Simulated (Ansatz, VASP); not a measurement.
# SnO (tetragonal SnO monolayer) in two plane-wave programs, part 2 of 2

One calculation is typed for both programs; each brings its own data sets. How far apart do they land? The cell is taken from a series of runs on this material, whose earlier steps may have relaxed, scaled, displaced or heated it; both programs get it as it stands.

VASP 6.6.1 and Ansatz 0.2.0.

So far: The starting structure; VASP: single point, RPBE with D3(BJ); Ansatz: single point, RPBE with D3(BJ); Comparison.

### Step 5. VASP: single point, PBE, spin-orbit coupling

Level of this step: PBE, spin-orbit coupling; plane waves and PAW (Sn_d, O) (VASP).

With cell and atoms fixed, the geometry can't cause a difference; cores, projectors, grids and the points listed under the comparison can.

File INCAR:

```
SYSTEM = SnO
PREC = Accurate
ENCUT = 520
EDIFF = 1E-06
NELM = 200
ISMEAR = -1
SIGMA = 0.05
LREAL = .FALSE.
ALGO = Normal
GGA = PE
LNONCOLLINEAR = .TRUE.
MAGMOM = 0 0 0 0 0 0 0 0 0 0 0 0
NBANDS = 52
GGA_COMPAT = .FALSE.
LASPH = .TRUE.
LSORBIT = .TRUE.
LORBIT = 11
LWAVE = .FALSE.
LCHARG = .FALSE.
ISIF = 2
LDIPOL = .TRUE.
IDIPOL = 3
DIPOL = 0.5 0.5 0.5
LVHAR = .TRUE.
EFERMI = MIDGAP
NELMDL = -8
KPAR = 2
```

File POSCAR:

```
SnO
1.0
    3.7189106451      0.0000000000      0.0000000000
    0.0000000000      3.7189106451      0.0000000000
    0.0000000000      0.0000000000     20.3547145438
Sn O
2 2
Direct
    0.5000000000      0.0000000000      0.4421580062
    0.0000000000      0.5000000000      0.5578419938
    0.0000000000      0.0000000000      0.5000000000
    0.5000000000      0.5000000000      0.5000000000
```

File KPOINTS:

```
Automatic mesh
0
Gamma
8 8 1
0 0 0
```

Potentials, in the order of the species: Sn_d and O (PBE family, release 64).

Command:

```bash
$ mpirun -np 2 vasp_ncl
```

Numbers of over 12 decimals in the logs are rounded to 6 here.

The program printed:

```text
[banner, memory and clock lines left out]
running    2 mpi-ranks, on    1 nodes
[...]
LDA part: xc-table for (Slater+PW92), standard interpolation
 POSCAR, INCAR and KPOINTS ok, starting setup
[...]
entering main loop
       N       E                     dE             d eps       ncg     rms          rms(c)
DAV:   1     0.397865479154E+03    0.39787E+03   -0.18420E+04  1840   0.143E+03
DAV:   2     0.492763933636E+02   -0.34859E+03   -0.33433E+03  1840   0.358E+02
DAV:   3    -0.224706753603E+02   -0.71747E+02   -0.70633E+02  2080   0.184E+02
DAV:   4    -0.264430880982E+02   -0.39724E+01   -0.39374E+01  1812   0.473E+01
[...]
DAV:  26    -0.225347495604E+02   -0.21917E-05   -0.57402E-08  1196   0.154E-03    0.219E-04
DAV:  27    -0.225347513401E+02   -0.17797E-05   -0.36445E-08  1120   0.222E-03    0.965E-05
DAV:  28    -0.225347521834E+02   -0.84332E-06   -0.38912E-08  1148   0.906E-04
   1 F= -.22534752E+02 E0= -.22534752E+02  d E =-.486895E-13  mag=    -0.0000    -0.0000     0.0000
```

Parts of OUTCAR (step 5):

```text
  Total        3.5768356      3.5768356      2.0278447      0.0000000     -0.0000000      0.0000000
  in kB       20.3569665     20.3569665     11.5411415      0.0000000     -0.0000000      0.0000000
  external PRESSURE =      17.4183582 kB  Pullay stress =       0.0000000 kB

 POSITION                                       TOTAL-FORCE (eV/Angst)
 -----------------------------------------------------------------------------------
      1.85946      0.00000      9.00000        -0.000000      0.000000     -0.889351
      0.00000      1.85946     11.35471         0.000000      0.000000      0.889351
      0.00000      0.00000     10.17736         0.000000      0.000000      0.000000
      1.85946      1.85946     10.17736        -0.000000      0.000000      0.000000
 -----------------------------------------------------------------------------------
    total drift:                                0.000000      0.000000     -0.000000

  FREE ENERGIE OF THE ION-ELECTRON SYSTEM (eV)
  ---------------------------------------------------
  free  energy   TOTEN  =       -22.5347521834 eV

  energy  without entropy=      -22.5347521834  energy(sigma->0) =      -22.53475218

 magnetization (x)
# of ion       s       p       d       tot
------------------------------------------
    1        0.000   0.000  -0.000  -0.000
    2        0.000   0.000  -0.000  -0.000
    3        0.000   0.000   0.000   0.000
    4        0.000  -0.000   0.000  -0.000
--------------------------------------------------
tot          0.000  -0.000  -0.000  -0.000

 magnetization (y)
# of ion       s       p       d       tot
------------------------------------------
    1       -0.000   0.000   0.000  -0.000
    2       -0.000  -0.000   0.000  -0.000
    3        0.000   0.000   0.000   0.000
    4        0.000   0.000   0.000   0.000
--------------------------------------------------
tot         -0.000   0.000   0.000  -0.000

 magnetization (z)
# of ion       s       p       d       tot
------------------------------------------
    1        0.000   0.000   0.000   0.000
    2        0.000   0.000   0.000   0.000
    3       -0.000   0.000   0.000   0.000
    4        0.000   0.000   0.000   0.000
--------------------------------------------------
tot          0.000   0.000   0.000   0.000

[... 1 part as in an earlier step ...]

[... 2 further parts left out ...]
[key lines of the parts left out:]
E-fermi :  -1.1333
```

### Step 6. Ansatz: single point, PBE, spin-orbit coupling

The same cell, functional, mesh and smearing now go to Ansatz, which takes its cutoff from its data sets.

The cell is taken from a series of runs on this material, whose earlier steps may have relaxed, scaled, displaced or heated it; both programs get it as it stands.

File input.yaml:

```yaml
crystal:
  lattice:
    - [3.7189106451, 0.0, 0.0]
    - [0.0, 3.7189106451, 0.0]
    - [0.0, 0.0, 20.3547145438]
  atoms:
    - { symbol: Sn, position: [0.5, 0.0, 0.4421580062] }
    - { symbol: O, position: [0.0, 0.0, 0.5] }
    - { symbol: O, position: [0.5, 0.5, 0.5] }
    - { symbol: Sn, position: [0.0, 0.5, 0.5578419938] }
kpoints:
  mp_grid: { grid: [8, 8, 1] }
  band_path:
    path: [[0, 0, 0], [0.5, 0, 0], [0.5, 0.5, 0], [0, 0, 0]]
    npoints: 16
hamiltonian:
  xc: pbe
  pseudopotentials: { kind: paw_fr }
magnetization:
  noncollinear: true
  spin_orbit: true
scf:
  occupations: { method: fermi_dirac, width: 0.05 }
  convergence: { dr2_threshold: 1.0e-09 }
efield:
  axis: 3
  dipole_correction: true
  ramp_position: 0.97
  ramp_width: 0.06
  amplitude: 0
output:
  write_potential: true
  write_density: true
  volumetric_format: npy
```

Command:

```bash
$ ansatz run input.yaml --threads 2 --pin off --max-ram 3072MiB --backend cpu --events-out ev --progress --plain --runs-dir out
```

The program printed:

```text
[...]
non-collinear run that drives no moment, with spin-orbit: no starting moment large enough to seed its density (crystal.atoms[].spin), no starting occupations that ask for one, no magnetisation constraint and no magnetic field, so the semilocal B_xc is pinned to zero
Crystal: 4 atoms, lattice volume = 281.512 Å³
[...]
k-point 1: bands = [... 36 lower, -3.7274, -3.7274, -2.0629, -2.0629, 1.7862, 1.7862, 1.8178, 1.8178, ... 4 higher]
  k-point 2: bands = [... 36 lower, -3.5889, -3.5889, -2.0093, -2.0093, 2.1087, 2.1087, 2.3220, 2.3220, ... 4 higher]
  k-point 14: bands = [... 36 lower, -2.5201, -2.5201, -2.5201, -2.5201, 1.2293, 1.2293, 1.2293, 1.2293, ... 4 higher]
[key lines of the parts left out:]
SCF converged after 11 iterations
Magnetization: |M| = 0.0000 μB,  M = (+0.0000, +0.0000, +0.0000) μB
Free energy (F): -13187.411537 eV
Fermi energy:    -0.411483 eV
Dipole field:    D = -0.000000 V/Å  (p = -0.000000 e·Å, saw-weighted, corrected)
Work function:   Φ+ = 3.9903 eV   Φ− = 3.9903 eV
```

### Step 7. Side by side

What differs besides the data sets and the points named for the pairs above, as far as they apply: spin-orbit coupling enters by fully relativistic files in Ansatz and inside the spheres in VASP. Total energies have different zeros and are not compared.

Compared:

```
              quantity  Ansatz   VASP  difference
gap on the k mesh (eV)   3.099  3.088      +0.012
```

A gap on the mesh is an upper bound, since the band edges may lie between its points. With vacuum in the cell, a pressure given here is an average over mostly empty space and none of the material.

### Step 8. What came out

| Item | Value |
| --- | --- |
| difference in gap on the k mesh (single point, RPBE with D3(BJ)) | 0.014 eV |
| difference in gap on the k mesh (single point, PBE, spin-orbit coupling) | 0.012 eV |

What this shows: The difference in gap on the k mesh is 0.014 eV (single point, RPBE with D3(BJ)), within the 0.08 eV picked in this series as the mark of a large difference. Such differences can come from data sets, numerical settings and the points named under the comparisons, not from the functional's error against experiment.

[Lines on the potential files, build, host, timing and source positions are cut from VASP's logs without a mark.]

[Logs are printed without paths, hosts, clocks, repeated set-up lines and the standing remarks that a program may print on its own settings, such as how far it seeks lower states.]

[Hosts, paths, dates, database ids (printed as entryN), source tags and the programs' standing remarks are cut or masked in the printed files.]
